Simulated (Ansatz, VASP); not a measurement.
One calculation of K3C, two programs

```xyz
4
Lattice="5.1050 0.0000 0.0000 0.0000 5.1050 0.0000 0.0000 0.0000 5.1050" Properties=species:S:1:pos:R:3 pbc="T T T"
K     0.0000    2.5525    2.5525
K     2.5525    0.0000    2.5525
K     2.5525    2.5525    0.0000
C     0.0000    0.0000    0.0000
```

Change from the starting cell: species swapped into the LuTl3 type (Pm-3m, No. 221).

Alike in both runs: task relaxation of cell and atoms; functional PBE; k mesh 10 × 10 × 10; occupations gaussian, width 0.1 eV; no spin polarisation.

|  | VASP | Ansatz |
| --- | --- | --- |
| version | VASP 6.6.1 | Ansatz 0.2.0 |
| potentials or method | VASP PAW PBE potentials, release 64 (K_sv, C) | scalar-relativistic, plane waves, PAW |
| plane-wave cutoff (eV) | 600 | 420 |
| valence electrons in the cell | 31 | 31 |

```tsv
	VASP	Ansatz	Ansatz less VASP
gap on the k mesh at the Fermi level, each at its own relaxed structure (eV)	none	none	-
relaxed volume (Å³/atom)	33.98	33.91	-0.075
relaxed cell length with the largest relative difference (Å)	5.142	5.138	-0.0038
```

A gap of «none» marks a metal or a gap that the smearing closes.
